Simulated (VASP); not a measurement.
Data:

```yaml
crystal:
  lattice:
    - [3.91476, 0.00000, 0.00000]
    - [0.00000, 3.91476, 0.00000]
    - [0.00000, 0.00000, 3.91476]
  atoms:
    - { symbol: Sr, position: [0.00000, 0.00000, 0.00000] }
    - { symbol: Ti, position: [0.50000, 0.50000, 0.50000] }
    - { symbol: O, position: [0.50000, 0.00000, 0.50000] }
    - { symbol: O, position: [0.00000, 0.50000, 0.50000] }
    - { symbol: O, position: [0.50000, 0.50000, 0.00000] }
```

All values below come from PBE GGA with D3 dispersion (Becke-Johnson damping), VASP's PBE PAW potentials (set 64) (plane waves; VASP). Settings: 520 eV cut-off, Gaussian smearing of 0.050 eV, potentials Sr_sv Ti_sv O.

### Question
Predict the band gap (along the path) with the smallest direct gap where there is one.

### Answer

```
Item                                    Value
------------------------------------  -------
band gap (along the path)             1.84 eV
smallest direct gap (along the path)  2.20 eV
```

The absolute energy has meaning only against runs of the same code, potentials and settings.

The compound is SrTiO3 in the cubic perovskite structure, the ideal cubic form; the compound distorts at low or room temperature. It was relaxed first.
